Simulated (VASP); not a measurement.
Runs of VASP 6.6.1 on F6S. The cell holds a molecule in a box, 7 atoms: a = 13.230 Å, b = 13.730 Å, c = 14.230 Å, α = 90.00°, β = 90.00°, γ = 90.00°. 

| level | potentials or basis | gap on the mesh (eV) | largest force (eV/Å) |
| --- | --- | --- | --- |
| LDA | VASP PAW LDA potentials, release 64 (F, S) | 6.46 | (b) |
| rev-vdW-DF2 | VASP PAW PBE potentials, release 64 (F, S) | 6.53 | (a) |
| PBEsol | VASP PAW PBE potentials, release 64 (F, S) | 6.55 | 0.42 |
| RPBE | VASP PAW PBE potentials, release 64 (F, S) | 6.62 | 0.42 |
| optB86b-vdW | VASP PAW PBE potentials, release 64 (F, S) | 6.55 | 0.11 |
| RPBE+D3(BJ) | VASP PAW PBE potentials, release 64 (F, S) | 6.62 | 0.35 |

Alike in all rows: task single point; no spin polarisation; cell as given; k mesh 1 × 1 × 1; cutoff (eV) 400; smearing gaussian 0.01 eV.

Question: Fill in the values left out.

Answer: (a) 0.09; (b) 0.97.

Caveats: the PAW data sets were made with another functional, which shifts forces and pressure a little (some runs).

Runs at the PBE level aren't shown here.
